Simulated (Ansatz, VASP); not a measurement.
# LuBPd3: VASP beside Ansatz, part 2 of 2

Wanted: the spread between two codes on one cell, functional and k mesh. The cell is taken from a series of runs on this material, whose earlier steps may have relaxed, scaled, displaced or heated it; both programs get it as it stands.

VASP 6.6.1 and Ansatz 0.2.0.

So far. Step 2 (VASP: relaxation of cell and atoms, PBEsol): The data set Lu_3 holds the 4f electrons frozen in the core, so no f bands or f moments appear.

## (3) Ansatz: relaxation of cell and atoms, PBEsol

Level of this step: Ansatz beside VASP: Kohn-Sham DFT, plane waves, PBEsol (Ansatz).

Ansatz runs on its PAW soft_1 files.

The same cell, functional, mesh and smearing now go to Ansatz, which takes its cutoff from its data sets.

Contents of input.yaml:

```yaml
crystal:
  lattice:
    - [4.2263875309, 0.0, 0.0]
    - [0.0, 4.2263875309, 0.0]
    - [0.0, 0.0, 4.2263875309]
  atoms:
    - { symbol: Lu, position: [0.0, 0.0, 0.0] }
    - { symbol: B, position: [0.5, 0.5, 0.5] }
    - { symbol: Pd, position: [0.0, 0.5, 0.5] }
    - { symbol: Pd, position: [0.5, 0.0, 0.5] }
    - { symbol: Pd, position: [0.5, 0.5, 0.0] }
kpoints:
  mp_grid: { grid: [8, 8, 8] }
hamiltonian:
  xc: pbesol
  pseudopotentials: { kind: paw, azcp: { folder: soft_1 }, xc_functional: pbe }
scf:
  occupations: { method: gaussian, width: 0.1 }
output:
  forces: true
  stress: true
  eigenvalues: true
relax:
  adjacent_minimum: "off"
  f_tol: 0.005
  max_steps: 80
  cell: { stress_tol: 0.05 }
```

The run is started by

```
> ansatz run input.yaml --threads 4 --pin off --max-ram 10240MiB --backend cpu --events-out ev --progress --plain --runs-dir out
```

Numbers of over 12 decimals in the logs are rounded to 6 here.

The program printed:

```text
Engine: ansatz 0.2.0, aarch64-unknown-linux-gnu
Pseudopotentials: kind: paw
Pseudopotential: Lu, paw, valence charge 25, recommended cutoff 420 eV (normal), soft_1/Lu.paw.azcp
Pseudopotential: B, paw, valence charge 3, recommended cutoff 420 eV (normal), soft_1/B.paw.azcp
Pseudopotential: Pd, paw, valence charge 18, recommended cutoff 420 eV (normal), soft_1/Pd.paw.azcp
Functional definition: PBEsol
  exchange = pbesol_x
  correlation = pbesol_c
Crystal: 5 atoms, lattice volume = 75.493 Å³
Basis set: ecut = 420 eV, 1419 PW (Γ), exchange–correlation on 60×60×60 points (8 copies of the dense FFT grid, shifted against one another)
Bands: 50, of which v1, the nominal top of the filled ones, is band 41 counted from 1 (40 counted from 0)
Symmetry: 48 space group operations
Space group: Pm-3m (ITA 221), of the structure as read, at distance tolerance 4.2e-5 Å
k-points: 35 of 512
Non-local potential: Lu, projectors of the file, l = 0: 3, l = 1: 2, l = 2: 2, l = 3: 3
Non-local potential: B, projectors of the file, l = 0: 2, l = 1: 2, l = 2: 1
Non-local potential: Pd, projectors of the file, l = 0: 2, l = 1: 2, l = 2: 2, l = 3: 1
PAW form: soft (Blöchl's): semilocal exchange-correlation on the pseudo side does not see the compensation charge
PAW frozen core: Lu, regenerated for the run's functional, and the local potential with it (the file was generated under x = pbe(κ = 0.804, μ = 0.219515), c = pbe(β = 0.066725))
PAW frozen core: B, regenerated for the run's functional, and the local potential with it (the file was generated under x = pbe(κ = 0.804, μ = 0.219515), c = pbe(β = 0.066725))
PAW frozen core: Pd, regenerated for the run's functional, and the local potential with it (the file was generated under x = pbe(κ = 0.804, μ = 0.219515), c = pbe(β = 0.066725))
PAW one-centre angular grid: Lu, 590 points (default); XC on 64 Gauss nodes
PAW one-centre angular grid: B, 110 points (default); XC on 64 Gauss nodes
PAW one-centre angular grid: Pd, 590 points (default); XC on 64 Gauss nodes
Initial density: superposition of atomic densities (chi_scale 0.1, normalization cell, long waves kept (reshape's long-wave potential 0.00 eV rms))
Initial wavefunctions: pseudopotential atomic-orbital guess
Functional: x = pbesol(κ = 0.804, μ = 0.123457), c = pbesol(β = 0.046)
SCF iter   1: F=—  HF=-35517.316166 eV  |F-HF|=—  |Δ(HF+E_count)|=         —  Δρ=4.57e-1  dr2=2.91e2  ethr=3.10e-3  ⟨swp⟩=6.9  Hψ=7278  notcnv=0
preconditioner: auto → Kerker (q_TF=auto, 2.766 Å⁻¹)  [metal: Δε(μ)=0.005 eV  Ē_g=8.869 eV  σ=0.100 eV  W_gap=0.03  n_scr=26 (ndim 8)  ℏωp=30.2 eV  f_vac=0.000  D(μ)=7.77/eV (n_scr^D=92)]
SCF iter   2: F=—  HF=-35493.999112 eV  |F-HF|=—  |Δ(HF+E_count)|=    2.33e1  Δρ=1.63e-1  dr2=3.68e1  ethr=3.10e-3  ⟨swp⟩=4.6  Hψ=5118  notcnv=0  defer=90
SCF iter   3: F=—  HF=-35490.445512 eV  |F-HF|=—  |Δ(HF+E_count)|=    3.55e0  Δρ=6.67e-2  dr2=6.87e0  ethr=3.10e-3  ⟨swp⟩=3.6  Hψ=4546  notcnv=0  defer=77
SCF iter   4: F=—  HF=-35488.793632 eV  |F-HF|=—  |Δ(HF+E_count)|=    1.65e0  Δρ=4.31e-2  dr2=3.02e0  ethr=3.10e-3  ⟨swp⟩=4.0  Hψ=4705  notcnv=0  defer=79
SCF iter   5: F=—  HF=-35488.172602 eV  |F-HF|=—  |Δ(HF+E_count)|=   6.21e-1  Δρ=1.58e-2  dr2=3.34e-1  ethr=3.10e-3  ⟨swp⟩=3.3  Hψ=3253  notcnv=0  defer=82
SCF iter   6: F=—  HF=-35488.123925 eV  |F-HF|=—  |Δ(HF+E_count)|=   4.87e-2  Δρ=8.61e-3  dr2=1.50e-1  ethr=4.08e-4  ⟨swp⟩=3.0  Hψ=3730  notcnv=0  defer=85
SCF iter   7: F=—  HF=-35488.083095 eV  |F-HF|=—  |Δ(HF+E_count)|=   4.08e-2  Δρ=4.89e-3  dr2=4.57e-2  ethr=1.83e-4  ⟨swp⟩=2.1  Hψ=2883  notcnv=0  defer=85
SCF iter   8: F=—  HF=-35488.076257 eV  |F-HF|=—  |Δ(HF+E_count)|=   6.84e-3  Δρ=3.12e-3  dr2=1.89e-2  ethr=5.57e-5  ⟨swp⟩=1.5  Hψ=2105  notcnv=0  defer=84
SCF iter   9: F=—  HF=-35488.071079 eV  |F-HF|=—  |Δ(HF+E_count)|=   5.18e-3  Δρ=8.61e-4  dr2=1.29e-3  ethr=2.30e-5  ⟨swp⟩=2.0  Hψ=2782  notcnv=0  defer=84
SCF iter  10: F=—  HF=-35488.070655 eV  |F-HF|=—  |Δ(HF+E_count)|=   4.24e-4  Δρ=1.35e-4  dr2=1.76e-5  ethr=1.57e-6  ⟨swp⟩=2.0  Hψ=3177  notcnv=0  defer=84
SCF iter  11: F=—  HF=-35488.070723 eV  |F-HF|=—  |Δ(HF+E_count)|=   6.78e-5  Δρ=2.12e-5  dr2=4.98e-7  ethr=2.14e-8  ⟨swp⟩=3.0  Hψ=3895  notcnv=0  defer=84
SCF iter  12: F=-35488.070723 eV  HF=-35488.070723 eV  |F-HF|=2.08e-8  |Δ(HF+E_count)|=   1.46e-7  Δρ=4.98e-6  dr2=2.15e-8  ethr=1.22e-10  ⟨swp⟩=15.7  Hψ=13155  notcnv=0
SCF 1 converged in 12 iterations: F = -35488.070723 eV  dr2 = 2.15e-8
  greatest PAW one-centre occupation: 0.999 electrons in one spin orbital (limit 2), on the Pd atom at site 4 (counted from 0), in its partial waves of l = 0
relax step   1: F+E_penalty+E_count = -35488.07072277 eV  Δ(F+E_penalty+E_count) = +0.000e0 eV  max|allowed force component| = 1.399e-28 eV/Å  Δτ_max = 0.0000 Å  P = +0.048 GPa  Ω = 75.493 Å³  (12 SCF iters, dr2 threshold 1.00e-7 eV, accepted)
Initial density: handed on by an earlier stage of this run
Initial wavefunctions: pseudopotential atomic-orbital guess (no wavefunctions were taken with the density)
iter 1 solved again at ethr=1.76e-8 eV; its pass at ethr=3.10e-3 eV (dr2=1.44e-5 eV) is discarded
SCF iter   1: F=—  HF=-35488.070654 eV  |F-HF|=—  |Δ(HF+E_count)|=         —  Δρ=5.13e-6  dr2=2.10e-8  ethr=1.76e-8  ⟨swp⟩=5.5  Hψ=15254  notcnv=0
preconditioner: auto → Kerker (q_TF=auto, 2.766 Å⁻¹)  [metal: Δε(μ)=0.019 eV  Ē_g=10.412 eV  σ=0.100 eV  W_gap=0.11  n_scr=26 (ndim 8)  ℏωp=32.0 eV  f_vac=0.000  D(μ)=2.21/eV (n_scr^D=18)]
SCF iter   2: F=—  HF=-35488.070723 eV  |F-HF|=—  |Δ(HF+E_count)|=   6.86e-5  Δρ=3.37e-6  dr2=8.30e-9  ethr=2.56e-11  ⟨swp⟩=3.7  Hψ=4784  notcnv=0
SCF iter   3: F=—  HF=-35488.070723 eV  |F-HF|=—  |Δ(HF+E_count)|=   1.11e-9  Δρ=2.03e-6  dr2=4.11e-9  ethr=1.01e-11  ⟨swp⟩=2.3  Hψ=2498  notcnv=0
SCF iter   4: F=—  HF=-35488.070723 eV  |F-HF|=—  |Δ(HF+E_count)|=  5.97e-10  Δρ=5.97e-7  dr2=3.29e-10  ethr=5.01e-12  ⟨swp⟩=2.1  Hψ=2610  notcnv=0
SCF iter   5: F=—  HF=-35488.070723 eV  |F-HF|=—  |Δ(HF+E_count)|=  2.18e-11  Δρ=2.76e-7  dr2=5.35e-11  ethr=1.00e-12  ⟨swp⟩=2.2  Hψ=2586  notcnv=0
SCF iter   6: F=-35488.070723 eV  HF=-35488.070723 eV  |F-HF|=0.00e0  |Δ(HF+E_count)|=  7.28e-12  Δρ=1.12e-7  dr2=1.12e-11  ethr=1.00e-12  ⟨swp⟩=7.5  Hψ=9449  notcnv=0
SCF 2 converged in 6 iterations: F = -35488.070723 eV  dr2 = 1.12e-11
relax step   2: F+E_penalty+E_count = -35488.07072279 eV  Δ(F+E_penalty+E_count) = -1.666e-8 eV  max|allowed force component| = 1.153e-28 eV/Å  Δτ_max = 0.0000 Å  P = +0.048 GPa  Ω = 75.493 Å³  stress off target by 4.77e-2 GPa  SCF on the basis re-selected at this cell (its energy is not comparable with the rows above)  (6 SCF iters)
basis re-selected at this cell: Δ(F+E_penalty+E_count) = -1.666e-8 eV, ΔP = +0.000 GPa vs the last step (what re-selecting the basis moved, of the pressure what is left beyond the Pulay correction that the steps carried, after the strain that the cell walked since its last selection, with what the two solves' SCF thresholds leave and, on support functions, any second-order correction that the steps lacked; it is no m [...]
SCF converged after 6 iterations
Free energy (F): -35488.070723 eV
Harris-Foulkes:  -35488.070723 eV  (|F-HF|=0.00e0)
Internal energy: -35488.059671 eV  (E = F + TS)
E sigma→0 (E₀):  -35488.065197 eV
Entropy (-TS):   -0.011052 eV (-2.210 meV/atom)
Fermi energy:    18.452328 eV
--- Per-component energies (eV) ---
  E_band       = -409.399590
  E_kinetic    = 1812.096923
  E_local      = -12229.193670  (includes V_loc(G=0)·N_el)
  E_nonlocal   = 1809.204282
  E_hartree    = 5010.705652
  E_xc         = -654.319143
  E_vxc        = -817.955159  (∫ρ·V_xc dr)
  E_paw        = -18609.807276  (= ΣΔE_a)
  E_vpaw       = -1004.963941  (= ΣTr[D̂ρ^β])
  E_aug_tail   = 0.000659  (compensation charges beyond the density's cutoff)
  E_ewald      = -12628.861270
  E_core_change = 2.114171  (= ΣΔE_core)
  E_smearing   = -0.011052  (= −TS)
  E_closure    = 0.000000  (closes the sum)
  Σ components = -35488.070723   (vs F -35488.070723, Δ=0.00e0)
--- Forces (eV/Å), atoms counted from 1 ---
  atom   1  Lu    -0.00000000    -0.00000000     0.00000000
  atom   2  B      0.00000000    -0.00000000    -0.00000000
  atom   3  Pd     0.00000000     0.00000000    -0.00000000
  atom   4  Pd     0.00000000    -0.00000000     0.00000000
  atom   5  Pd     0.00000000    -0.00000000     0.00000000
  max |Σ_I F_I| component: 5.07e-28 eV/Å
--- Stress (GPa, compression-positive) ---
        0.047725       0.000000       0.000000
        0.000000       0.047725       0.000000
        0.000000       0.000000       0.047725
  P = ⅓ Tr σ = 0.0477 GPa (0.477 kbar)
--- Band table (eV; the first three rows and the last of 35) ---
  k-point 0: bands = [... 37 lower, 16.7681, 16.7681, 16.7966, 16.7966, 16.7966, 20.6059, 20.6059, 23.1883, ... 5 higher]
  k-point 1: bands = [... 37 lower, 16.6598, 16.7029, 16.7683, 17.5898, 17.5898, 20.5694, 20.8953, 22.6390, ... 5 higher]
  k-point 2: bands = [... 37 lower, 16.2833, 16.4319, 16.7688, 18.3009, 18.3009, 20.4699, 21.3662, 21.8738, ... 5 higher]
  k-point 34: bands = [... 37 lower, 16.6307, 16.6307, 18.4676, 18.4676, 18.4676, 18.9010, 18.9010, 18.9010, ... 5 higher]
--- Relaxed structure (1 steps of the walk, 1 accepted, 1 SCFs on fresh bases) ---
  F+E_penalty+E_count = -35488.07072279 eV   max|allowed force component| = 1.153e-28 eV/Å   (the final SCF, on the basis selected at the relaxed cell)
  cell:  # Å, volume = 75.4932 Å³
    - [4.2263875309, 0.0, 0.0]
    - [0.0, 4.2263875309, 0.0]
    - [0.0, 0.0, 4.2263875309]
  atoms:
    - { symbol: Lu, position: [0.0, 0.0, 0.0] }
    - { symbol: B, position: [0.500000, 0.500000, 0.500000] }
    - { symbol: Pd, position: [0.0, 0.500000, 0.500000] }
    - { symbol: Pd, position: [0.500000, 0.0, 0.500000] }
    - { symbol: Pd, position: [0.500000, 0.500000, 0.0] }
```

The column dr2 measures how far the density is from self-consistency, as an energy; F and HF (Harris–Foulkes) agree once it is small.

## (4) Side by side

Known differences besides the potentials themselves: the data sets hold 82 valence electrons in Ansatz (on its PAW soft_1 files) and 42 in VASP; the cutoff is 420 eV in Ansatz and 500 eV in VASP; Ansatz makes its cores anew for this functional, VASP keeps those of its PBE data sets; Ansatz adds a Pulay correction to the stress that steers its cell, VASP none. Total energies have different zeros and are not compared.

The two programs side by side:

```tsv
quantity	Ansatz	VASP	difference
volume (Å³)	75.49	75.20	+0.39 %
edge a after relaxation, in the typed setting (Å)	4.226	4.221	+0.13 %
```

## (5) Outcome

```
difference in volume (relaxation of cell and atoms, PBEsol) : 0.39 %
```

**Reading.** The difference in volume is 0.39 % (relaxation of cell and atoms, PBEsol), within the 1.2 % picked in this series as the mark of a large difference, as far as the stopping tolerances let one tell. The data sets hold unlike numbers of valence electrons (82 in Ansatz and 42 in VASP), so part of the differences comes from the potentials. Such differences can come from data sets, numerical settings and the points named under the comparisons, not from the functional's error against experiment.

[Lines on the potential files, build, host, timing and source positions are cut from VASP's logs without a mark.]

[Logs are printed without paths, hosts, clocks, repeated set-up lines and the standing remarks that a program may print on its own settings, such as how far it seeks lower states.]

[Hosts, paths, dates, database ids (printed as entryN), source tags and the programs' standing remarks are cut or masked in the printed files.]
